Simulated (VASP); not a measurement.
```
CaF2
1.0
    0.00000     2.66884     2.66884
    2.66884     0.00000     2.66884
    2.66884     2.66884     0.00000
Ca F
1 2
Direct
  0.00000   0.00000   0.00000
  0.25000   0.25000   0.25000
  0.75000   0.75000   0.75000
```

Calculation: LDA (Ceperley-Alder, Perdew-Zunger), VASP's LDA PAW potentials (set 64) (plane waves; VASP). Numerical set-up: 520 eV cut-off, 9×9×9 Γ-centred mesh, Gaussian smearing of 0.010 eV, potentials Ca_sv F.

**Question.** Predict the energy per atom (σ→0).

**Answer.** 
```yaml
energy per atom (σ→0): -611.3 kJ/mol-atom
```

The compound is CaF2 in the fluorite structure. It was relaxed first, which changed the volume by -7 %.
